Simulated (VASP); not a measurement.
Here is a VASP 6.6.1 calculation.

Contents of INCAR:

```
PREC = Accurate
ENCUT = 520
EDIFF = 1E-7
ISMEAR = -1
SIGMA = 0.15
LREAL = False
LASPH = True
NELM = 100
ALGO = Fast
ISIF = 2
LWAVE = False
LCHARG = False
NBANDS = 24
```

Contents of KPOINTS:

```
regular mesh
0
Gamma
  4 4 4
```

Contents of POSCAR:

```
LiIn
1.0
    0.0000000000      3.3930000000      3.3930000000
    3.3930000000      0.0000000000      3.3930000000
    3.3930000000      3.3930000000      0.0000000000
Li In
2 2
Direct
    0.5000000000      0.5000000000      0.5000000000
    0.7500000000      0.7500000000      0.7500000000
    0.0000000000      0.0000000000      0.0000000000
    0.2500000000      0.2500000000      0.2500000000
```

Potentials or basis: VASP PAW LDA potentials, release 64 (Li_sv, In_d).

Launch:

```bash
$ cat potpaw_LDA.64/Li_sv/POTCAR potpaw_LDA.64/In_d/POTCAR > POTCAR
$ mpirun -np 1 vasp_std > vasp.out
```

(1) What does it give for the band gap on the k mesh?

Results:

(1) none (metal or under the smearing width).

Caveat: the k mesh is coarse (spacing up to 0.40 Å⁻¹), so the values aren't converged.
